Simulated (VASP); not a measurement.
An input for Ansatz (written as the equivalent of a VASP run, and not itself run):

Ansatz 0.2 input:
```yaml
crystal:
  lattice:
    - [4.4125670, 0.0000000, 0.0000000]
    - [2.2062840, 5.7574770, 0.0000000]
    - [0.0000000, 0.0000000, 15.2402000]
  atoms:
    - { symbol: La, position: [0.6551940, 0.6896120, 0.4843700] }
    - { symbol: La, position: [0.3754610, 0.2490780, 0.6719200] }
    - { symbol: Sb, position: [0.2216380, 0.5567240, 0.3280800] }
    - { symbol: Sb, position: [0.9419050, 0.1161900, 0.5156300] }
kpoints:
  mp_grid: { grid: [3, 3, 1] }
hamiltonian:
  xc: pbe
  pseudopotentials: { kind: paw }
scf:
  occupations: { method: gaussian, width: 0.136 }
  max_iter: 100
output: { forces: true, stress: true, eigenvalues: true }
```

Q: Write the VASP files for the same calculation (PBE).

A: Several could match; the one computed here: 
### KPOINTS
```
Automatic mesh
0
G
 3 3 1
```

**INCAR**
```
# general
SYSTEM =LaSb
PREC   =Accurate
ENCUT  =300
LREAL  =F
LASPH  =T

# electronic loop
EDIFF  =1E-6
NELM   =100
ALGO   =Normal
LMAXMIX=6

# smearing
ISMEAR =0
SIGMA  =0.136

# functional
GGA    =PE

# ions
ISIF   =2

# output
LWAVE  =F
LCHARG =F
```

POSCAR:
```
LaSb
15.24020
  0.2895347174   0.0000000000   0.0000000000
  0.1447673915   0.3777822470   0.0000000000
  0.0000000000   0.0000000000   1.0000000000
La Sb
2 2
Cart
  0.2895347400   0.2605231709   0.4843700000
  0.1447673669   0.0940972465   0.6719200000
  0.1447673770   0.2103204437   0.3280800000
  0.2895347212   0.0438945193   0.5156300000
```

POTCAR, in this order: La Sb (PBE.64 set). Program: vasp_std.

Limits of the translation: each code has its own PAW files, so the cut-off isn't converted (ENCUT is set for VASP's; basis.ecutwfc is left out, and Ansatz then takes the one that its files recommend); Ansatz stops its SCF on the density residual and VASP on the energy change (EDIFF).

The cell is a sheet with vacuum, built from a generated structure.
